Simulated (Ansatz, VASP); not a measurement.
Two plane-wave programs on GeSb3O2

```
CELL_PARAMETERS angstrom
6.17157 0.00000 0.00000
-3.08578 5.34473 0.00000
0.00000 0.00000 5.23665
ATOMIC_POSITIONS crystal
Ge 0.00000 0.00000 0.00000
Sb 0.50000 0.00000 0.50000
Sb 0.00000 0.50000 0.50000
Sb 0.50000 0.50000 0.50000
O 0.00000 0.00000 0.36298
O 0.00000 0.00000 0.63702
```

Alike in both runs: functional PBE; k mesh 6 × 6 × 4; occupations gaussian, width 0.1 eV; no spin polarisation.

Ansatz relaxed the structure, and its values are those at the end. VASP's run is a single point on that final structure, the one shown.

|  | VASP | Ansatz |
| --- | --- | --- |
| version | VASP 6.6.1 | Ansatz 0.2.0 |
| potentials or method | VASP PAW PBE potentials, release 64 (Ge_d, Sb, O) | scalar-relativistic, plane waves, PAW |
| plane-wave cutoff (eV) | 520 | 420 |
| valence electrons in the cell | 41 | 71 |

```tsv
	VASP	Ansatz	Ansatz less VASP
gap on the k mesh at the Fermi level (eV)	none	none	-
pressure (GPa)	-0.2	-0.2	0.00
rms of the force components (eV/Å)	0.055	0.001	-0.0538
```

A gap of «none» marks a metal or a gap that the smearing closes. The two sets of potentials don't hold the same shells in valence.

Caveats: an odd number of electrons without spin polarisation forces a metal; a magnetic or distorted state may lie lower. Spin-orbit coupling is left out, which matters for the levels of Sb.
